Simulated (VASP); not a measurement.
Ag:

```
CELL_PARAMETERS angstrom
0.00000 2.02617 2.02617
2.02617 0.00000 2.02617
2.02617 2.02617 0.00000
ATOMIC_POSITIONS crystal
Ag 0.00000 0.00000 0.00000
```

Base run:

```yaml
Program: VASP 6.6.1
Functional: PBEsol
Potentials_or_basis: VASP PAW PBE potentials, release 64 (Ag)
Cutoff: 900 eV
k_mesh: 18 × 18 × 18
Occupations: gaussian, width 0.1 eV
Spin: no spin polarisation
```

Its results: band gap on the k mesh none (metal or under the smearing width); pressure 0.0 GPa.

**Question.** The run is repeated on the same cell with these changes: functional from PBEsol to r2SCAN; cutoff from 900 eV to 520 eV. What comes out?

**Answer.** Band gap on the k mesh none (metal or under the smearing width); pressure 4.6 GPa.

Caveats: the PAW data sets were made with another functional, which shifts forces and pressure a little.

Not every run made on this cell is shown here.
